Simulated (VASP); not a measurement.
VASP ran on this input.

File KPOINTS:
```
Automatic mesh
0
Gamma
13 13 13
0 0 0
```

INCAR:
```
! general
SYSTEM  = BN
PREC    = Accurate
ENCUT   = 620   ! plane-wave cut-off (eV)
LREAL   = .FALSE.
LASPH   = .TRUE.   ! aspherical one-centre terms

! electronic loop
EDIFF   = 1E-6
NELM    = 100   ! most electronic steps
ALGO    = Normal

! smearing
ISMEAR  = 0
SIGMA   = 0.05   ! width (eV)

! functional
GGA     = PS   ! PBEsol

! ions
IBRION  = 2   ! conjugate gradients
NSW     = 40   ! most ionic steps
ISIF    = 3   ! ions, shape and volume
EDIFFG  = -0.02   ! ionic stop
PSTRESS = 50

! output
LWAVE   = .FALSE.
LCHARG  = .FALSE.
```

**POSCAR**
```
BN
1
    0.0000000000     1.7957252771     1.7957252771
    1.7957252771    -0.0000000000     1.7957252771
    1.7957252771     1.7957252771    -0.0000000000
B N
1 1
Direct
  0.0000000000   0.0000000000   0.0000000000
  0.2500000000   0.2500000000   0.2500000000
```

POTCAR, in this order: B N (PBE.64 set). Program: vasp_std.

Write an equivalent input for Quantum ESPRESSO's pw.x.

One equivalent input (not run):
```
&CONTROL
  calculation = 'vc-relax'
  pseudo_dir = './pseudo'
  outdir = './out'
  tprnfor = .true.
  tstress = .true.
  nstep = 40
  forc_conv_thr = 0.00078
/
&SYSTEM
  ibrav = 0
  nat = 2
  ntyp = 2
  ecutwfc = 84
  occupations = 'smearing'
  smearing = 'gaussian'
  degauss = 0.003675
  input_dft = 'pbesol'
/
&ELECTRONS
  conv_thr = 7.3e-08
  electron_maxstep = 100
/
&IONS
/
&CELL
  press = 50
/
ATOMIC_SPECIES
  B 10.810 B.upf
  N 14.007 N.upf
CELL_PARAMETERS angstrom
     0.0000000    1.7957253    1.7957253
     1.7957253   -0.0000000    1.7957253
     1.7957253    1.7957253   -0.0000000
ATOMIC_POSITIONS crystal
  B    0.0000000  0.0000000  0.0000000
  N    0.2500000  0.2500000  0.2500000
K_POINTS automatic
  13 13 13 0 0 0
```
What does not carry over: the potentials are each code's own (VASP's PAW set, PseudoDojo norm-conserving files in pw.x), so ENCUT and ecutwfc are chosen apart and not converted; conv_thr bounds pw.x's estimated SCF error, while EDIFF bounds the energy change between steps; forc_conv_thr acts on force components and is met together with etot_conv_thr.

The structure was generated: BN was put into the zinc blende type (F-43m), which need not be its known phase. It was relaxed first under an external pressure of 5 GPa.
